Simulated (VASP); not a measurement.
# C18Se in VASP: a series of runs

One slab, C18Se, is run at these levels: PBEsol; tasks: single point.

All numbers are computed with VASP 6.6.1; they aren't measurements. Logs are shortened: lines on timing, memory, paths and dates and some standing lists are left out, and cuts for length are marked.

**1. Starting point**

The cell holds a slab with vacuum, 19 atoms: a = 7.398 Å, b = 7.398 Å, c = 12.000 Å, α = 90.00°, β = 90.00°, γ = 120.00°.

The cell was built by a generator and needn't be a form met in nature.

**2. Single point, PBEsol**

The input, INCAR:

```
SYSTEM = C18Se
PREC = Accurate ; ENCUT = 520
EDIFF = 1E-7 ; ISMEAR = -1
SIGMA = 0.05 ; LREAL = Auto
LASPH = .TRUE. ; NELM = 100
ALGO = Fast ; ISIF = 2
LWAVE = .FALSE. ; LCHARG = .FALSE.
GGA = PS ; NBANDS = 54
```

The input, KPOINTS:

```
regular mesh
0
G
  2 2 1
  0 0 0
```

The input, POSCAR:

```
C18Se
1.0
    7.3980000000      0.0000000000      0.0000000000
   -3.6990000000      6.4068560000      0.0000000000
    0.0000000000      0.0000000000     12.0000000000
C Se
18 1
Direct
    0.0066181105      0.0050358320      0.0782504112
    0.2295367174      0.1171809809      0.0783793812
    0.0079262767      0.3380526323      0.0769244380
    0.2258597732      0.4454037083      0.0830072016
    0.0025433234      0.6687106283      0.0831347245
    0.2269827884      0.7846616000      0.1024863569
    0.3429133041      0.0090781662      0.0830784616
    0.5608467023      0.1164313601      0.0768820952
    0.3392807806      0.3373307989      0.0782803725
    0.5621826418      0.4494605723      0.0780559343
    0.3418008754      0.6698368166      0.1023943018
    0.5662101140      0.7857507342      0.0829757025
    0.6735866748      0.0037023808      0.0768807297
    0.8963165345      0.1153056117      0.0748538299
    0.6724548767      0.3391687742      0.0747628692
    0.8951870560      0.4507488618      0.0769205350
    0.6743225128      0.6723703497      0.0782826606
    0.8944690467      0.7821102427      0.0784038696
    0.2845782907      0.7273004490      0.2660455248
```

Potentials or basis: VASP PAW PBE potentials, release 64 (C, Se).

On the command line:

```console
cat potpaw_PBE.64/C/POTCAR potpaw_PBE.64/Se/POTCAR > POTCAR
mpirun -np 1 vasp_std > vasp.out
```

OUTCAR:

```text
SYSTEM = C18Se
   PREC = Accurate
   ENCUT = 520
   EDIFF = 1E-7
   ISMEAR = -1
   LREAL = Auto
   LASPH = .TRUE.
   NELM = 100
   ISIF = 2
   GGA = PS

 ion  position               nearest neighbor table
   1  0.007  0.005  0.078-  14 1.41   2 1.43  18 1.43
   2  0.230  0.117  0.078-   9 1.41   7 1.42   1 1.43
   3  0.008  0.338  0.077-   4 1.40  14 1.43  16 1.44
   4  0.226  0.445  0.083-   3 1.40   9 1.42  11 1.46
   5  0.003  0.669  0.083-  16 1.40  18 1.42   6 1.46
   6  0.227  0.785  0.102-   7 1.46   5 1.46  11 1.47  19 2.10
   7  0.343  0.009  0.083-   8 1.40   2 1.42   6 1.46
   8  0.561  0.116  0.077-   7 1.40  15 1.43  13 1.44
   9  0.339  0.337  0.078-   2 1.41   4 1.42  10 1.43
  10  0.562  0.449  0.078-  15 1.41   9 1.43  17 1.43
  11  0.342  0.670  0.102-  12 1.46   4 1.46   6 1.47  19 2.10
  12  0.566  0.786  0.083-  13 1.40  17 1.42  11 1.46
  13  0.674  0.004  0.077-  12 1.40  14 1.43   8 1.44
  14  0.896  0.115  0.075-   1 1.41  13 1.43   3 1.43
  15  0.672  0.339  0.075-  10 1.41  16 1.43   8 1.43
  16  0.895  0.451  0.077-   5 1.40  15 1.43   3 1.44
  17  0.674  0.672  0.078-  18 1.41  12 1.42  10 1.43
  18  0.894  0.782  0.078-  17 1.41   5 1.42   1 1.43
  19  0.285  0.727  0.266-   6 2.10  11 2.10

  LATTYP: Found a hexagonal cell.
 ALAT       =     7.3980000000
 C/A-ratio  =     1.6220600162

  Lattice vectors:

 A1 = (   7.3980000000,   0.0000000000,   0.0000000000)
 A2 = (  -3.6990000000,   6.4068560000,   0.0000000000)
 A3 = (   0.0000000000,   0.0000000000,  12.0000000000)

Analysis of symmetry for initial positions (statically):
=====================================================================
 Subroutine PRICEL returns:
 Original cell was already a primitive cell.

 Routine SETGRP: Setting up the symmetry group for a
 hexagonal supercell.

 Subroutine GETGRP returns: Found  1 space group operations
 (whereof  1 operations were pure point group operations)
 out of a pool of 24 trial point group operations.

The static configuration has the point symmetry C_1 .

Analysis of symmetry for dynamics (positions and initial velocities):
=====================================================================
 Subroutine PRICEL returns:
 Original cell was already a primitive cell.

 Routine SETGRP: Setting up the symmetry group for a
 hexagonal supercell.

 Subroutine GETGRP returns: Found  1 space group operations
 (whereof  1 operations were pure point group operations)
 out of a pool of 24 trial point group operations.

The dynamic configuration has the point symmetry C_1 .

 Subroutine INISYM returns: Found  1 space group operations
 (whereof  1 operations are pure point group operations),
 and found     1 'primitive' translations

----------------------------------------------------------------------------------------

                                     Primitive cell

  volume of cell :     568.7750

  direct lattice vectors                    reciprocal lattice vectors
     7.398000000  0.000000000  0.000000000     0.135171668  0.078041398  0.000000000
    -3.699000000  6.406856000  0.000000000     0.000000000  0.156082796  0.000000000
     0.000000000  0.000000000 12.000000000     0.000000000  0.000000000  0.083333333

  length of vectors
     7.398000000  7.398000054 12.000000000     0.156082797  0.156082796  0.083333333

  position of ions in fractional coordinates (direct lattice)
     0.006618110  0.005035832  0.078250411
     0.229536717  0.117180981  0.078379381
     0.007926277  0.338052632  0.076924438
     0.225859773  0.445403708  0.083007202
     0.002543323  0.668710628  0.083134724
     0.226982788  0.784661600  0.102486357
[... 11 lines left out ...]
     0.894469047  0.782110243  0.078403870
     0.284578291  0.727300449  0.266045525

  ion indices of the primitive-cell ions
   primitive index   ion index
                 1           1
                 2           2
                 3           3
                 4           4
                 5           5
                 6           6
[... 11 lines left out ...]
                18          18
                19          19

----------------------------------------------------------------------------------------

 KPOINTS: regular mesh

Automatic generation of k-mesh.
 Grid dimensions read from file:
 generate k-points for:    2    2    1

 Generating k-lattice:

  Cartesian coordinates                     Fractional coordinates (reciprocal lattice)
     0.067585834  0.039020699  0.000000000     0.500000000  0.000000000  0.000000000
     0.000000000  0.078041398  0.000000000     0.000000000  0.500000000  0.000000000
     0.000000000  0.000000000  0.083333333     0.000000000  0.000000000  1.000000000

  Length of vectors
     0.078041399  0.078041398  0.083333333

  Shift w.r.t. Gamma in fractional coordinates (k-lattice)
     0.000000000  0.000000000  0.000000000

 Subroutine IBZKPT returns following result:
 ===========================================

 Found      4 irreducible k-points:

 Following reciprocal coordinates:
            Coordinates               Weight
  0.000000  0.000000  0.000000      1.000000
  0.500000  0.000000  0.000000      1.000000
  0.000000  0.500000  0.000000      1.000000
  0.500000  0.500000  0.000000      1.000000
   k-points           NKPTS =      4   k-points in BZ     NKDIM =      4   number of bands    NBANDS=     54
   number of dos      NEDOS =    301   number of ions     NIONS =     19
   total plane-waves  NPLWV = 282240
   dimension x,y,z NGX =    56 NGY =   56 NGZ =   90
   dimension x,y,z NGXF=   112 NGYF=  112 NGZF=  180
   ions per type =              18   1
   NGX,Y,Z   is equivalent  to a cutoff of  12.58, 12.58, 12.47 a.u.
   NGXF,Y,Z  is equivalent  to a cutoff of  25.17, 25.17, 24.94 a.u.
 SYSTEM =  C18Se
   PREC   = accura    normal or accurate (medium, high low for compatibility)
   ISTART =      0    job   : 0-new  1-cont  2-samecut
   ICHARG =      2    charge: 1-file 2-atom 10-const
   ISPIN  =      1    spin polarized calculation?
   LNONCOLLINEAR =      F non collinear calculations
   LSORBIT =      F    spin-orbit coupling
   LASPH  =      T    aspherical Exc in radial PAW
   ENCUT  =  520.0 eV  38.22 Ry    6.18 a.u.  13.76 13.76 22.31*2*pi/ulx,y,z
   NELM   =    100;   NELMIN=  2; NELMDL= -5     # of ELM steps
   EDIFF  = 0.1E-06   stopping-criterion for ELM
   LREAL  =      T    real-space projection
   EDIFFG = 0.1E-05   stopping-criterion for IOM
   NSW    =      0    number of steps for IOM
   IBRION =     -1    ionic relax: 0-MD 1-quasi-New 2-CG
   NFREE  =      0    steps in history (QN), initial steepest desc. (CG)
   ISIF   =      2    stress and relaxation
   ISYM   =      2    0-nonsym 1-usesym 2-fastsym
   POTIM  = 0.5000    time-step for ionic-motion
   TEBEG  =    0.0;   TEEND  =   0.0 temperature during run
   PSTRESS=    0.0 pullay stress
   NELECT =      78.0000    total number of electrons
   NUPDOWN=      -1.0000    fix difference up-down
   EMIN   =  10.00;   EMAX   =-10.00  energy-range for DOS
   EFERMI =   0.00;   METHOD = LEGACY
   ISMEAR =    -1;   SIGMA  =   0.05  broadening in eV -4-tet -1-fermi 0-gaus
   EFERMI_NEDOS =   21; number of points for ismear=-14 and -15
   IALGO  =     68    algorithm
   IMIX   =      4    mixing-type and parameters
     AMIX     =   0.40;   BMIX     =  1.00
     AMIX_MAG =   1.60;   BMIX_MAG =  1.00
  volume/ion in A,a.u.               =      29.94       202.01
  Fermi-wavevector in a.u.,A,eV,Ry     =   0.844228  1.595359  9.697146  0.712720
  Thomas-Fermi vector in A             =   1.959222
   LORBIT       =      0    0 simple, 1 ext, 2 COOP (PROOUT), +10 PAW based schemes
   GGA     = PS    functional components
   LHFCALC =     F    Hartree Fock is set to
   AEXX    =    0.0000 exact exchange contribution
   IVDW    =     0    specifies the selected vdW correction
   LEPSILON=     F    determine dielectric tensor
   LRPA    =     F    only Hartree local field effects (RPA)
 non-spin polarized calculation
 RMM-DIIS sequential band-by-band and
  energy-cutoff  :      520.00
  volume of cell :      568.78
 maximum number of plane-waves:     15363
 NGX is ok and might be reduce to    56
   NGX = 27   NGY = 27   NGZ = 45

 number of electron      77.9999998 magnetization

 Free energy of the ion-electron system (eV)
  ---------------------------------------------------
  ext. energy  EPLUGINS =         0.00000000
  ---------------------------------------------------
  free energy    TOTEN  =      -174.77461434 eV

  energy without entropy =     -174.76303947  energy(sigma->0) =     -174.76882690

 E-fermi :  -1.6351     XC(G=0):  -4.1253

 val. band max:       -1.7716948740   @ k =   0.0000   0.0000   0.0000
 cond. band min:      -1.4980935244   @ k =   0.0000   0.0000   0.0000
 fundamental gap:      0.2736013497
 Fermi energy:        -1.6351041567

 k-point     1 :       0.0000    0.0000    0.0000
  band No.  band energies     occupation
      1     -21.3307      2.00000
      2     -19.2611      2.00000
      3     -18.6751      2.00000
      4     -18.6732      2.00000
      5     -18.6353      2.00000
      6     -18.5600      2.00000
[... 43 lines left out ...]
     50       3.3044      0.00000
     51       5.5739      0.00000

 k-point     2 :       0.5000    0.0000    0.0000
  band No.  band energies     occupation
      1     -20.8387      2.00000
      2     -20.5125      2.00000
      3     -19.4675      2.00000
      4     -19.2281      2.00000
      5     -17.3059      2.00000
      6     -16.7858      2.00000
[... 43 lines left out ...]
     50       4.1351      0.00000
     51       4.2625      0.00000

 k-point     3 :       0.0000    0.5000    0.0000
  band No.  band energies     occupation
      1     -20.8386      2.00000
      2     -20.5127      2.00000
      3     -19.4676      2.00000
      4     -19.2279      2.00000
      5     -17.3062      2.00000
      6     -16.7861      2.00000
[... 43 lines left out ...]
     50       4.1352      0.00000
     51       4.2848      0.00000

 k-point     4 :       0.5000    0.5000    0.0000
  band No.  band energies     occupation
      1     -20.8136      2.00000
      2     -20.5486      2.00000
      3     -19.4086      2.00000
      4     -19.2927      2.00000
      5     -17.1928      2.00000
      6     -16.8714      2.00000
[... 43 lines left out ...]
     50       4.2902      0.00000
     51       4.5848      0.00000
 [bands above 51 left out]

------------------------ aborting loop because EDIFF is reached ----------------------------------------

  FORCE on cell =-STRESS in cart. coord.  units (eV):
  Direction    XX          YY          ZZ          XY          YZ          ZX
  --------------------------------------------------------------------------------------
  -------------------------------------------------------------------------------------
  Total        0.2862721     -0.4157850      0.0719901     -0.5818848     -0.0123628      0.0002236
  in kB        0.8063972     -1.1712210      0.2027882     -1.6391060     -0.0348247      0.0006298
  external PRESSURE =      -0.0540119 kB  Pullay stress =       0.0000000 kB

 VOLUME and BASIS-vectors are now :
 -----------------------------------------------------------------------------
  energy-cutoff  :      520.00
  volume of cell :      568.78
      direct lattice vectors                 reciprocal lattice vectors
     7.398000000  0.000000000  0.000000000     0.135171668  0.078041398  0.000000000
    -3.699000000  6.406856000  0.000000000     0.000000000  0.156082796  0.000000000
     0.000000000  0.000000000 12.000000000     0.000000000  0.000000000  0.083333333

 POSITION                                       TOTAL-FORCE (eV/Angst)
 -----------------------------------------------------------------------------------
      0.03033      0.03226      0.93900        -0.003378      0.000907     -0.003884
      1.26466      0.75076      0.94055        -0.000020     -0.012865     -0.009598
     -1.19182      2.16585      0.92309        -0.001631     -0.013265     -0.012913
      0.02336      2.85364      0.99609         0.021892      0.005102      0.009308
     -2.45475      4.28433      0.99762        -0.016106      0.001020     -0.001713
     -1.22324      5.02721      1.22984        -0.016558      0.010094     -0.014076
[... 11 lines left out ...]
      3.72426      5.01087      0.94085         0.012798      0.003793     -0.006019
     -0.58497      4.65971      3.19255        -0.002399      0.002505      0.080261
 -----------------------------------------------------------------------------------
    total drift:                               -0.008790      0.004836     -0.009519

  FREE ENERGIE OF THE ION-ELECTRON SYSTEM (eV)
  ---------------------------------------------------
  free  energy   TOTEN  =      -174.7746143386 eV

  energy  without entropy=     -174.7630394705  energy(sigma->0) =     -174.76882690
```

It took 6.7 min on 1 thread of AMD EPYC 7R13 (Zen 3), shared host; peak memory 0.58 GiB.

What came out:

```
Free energy            : -174.7746 eV
Largest force          : 0.080 eV/Å
Band gap on the k mesh : 0.27 eV, direct
```

Forces on the atoms (eV/Å):
```
C   -0.003  0.001 -0.004
C    0.000 -0.013 -0.010
C   -0.002 -0.013 -0.013
C    0.022  0.005  0.009
C   -0.016  0.001 -0.002
C   -0.017  0.010 -0.014
C   -0.015  0.007  0.003
C    0.004  0.000 -0.012
C   -0.008  0.012  0.000
C   -0.001  0.002  0.005
C    0.020 -0.017 -0.016
C    0.021  0.000  0.006
C    0.003  0.000 -0.005
C   -0.001 -0.004 -0.006
C    0.004 -0.009  0.001
C   -0.006  0.013 -0.011
C   -0.015 -0.002 -0.006
C    0.013  0.004 -0.006
Se  -0.002  0.003  0.080
```

Levels at points of the mesh, in eV from the valence-band top:
```csv
k point,band 36,band 37,band 38,band 39,band 40,band 41,band 42,band 43
"(0.00, 0.00, 0.00)",-1.76,-0.95,-0.86,0.00,0.27,0.83,2.21,3.64
"(0.50, 0.00, 0.00)",-2.53,-2.29,-0.87,-0.84,1.07,1.93,2.55,2.58
"(0.00, 0.50, 0.00)",-2.53,-2.30,-0.87,-0.84,1.07,1.93,2.55,2.58
"(0.50, 0.50, 0.00)",-2.57,-2.36,-0.85,-0.50,0.52,2.20,2.47,2.65
```

Caveat: the k mesh is coarse (spacing up to 0.49 Å⁻¹), so the values aren't converged; the PAW data sets were made with another functional, which shifts forces and pressure a little.

(Continued in part 2 of 2.)
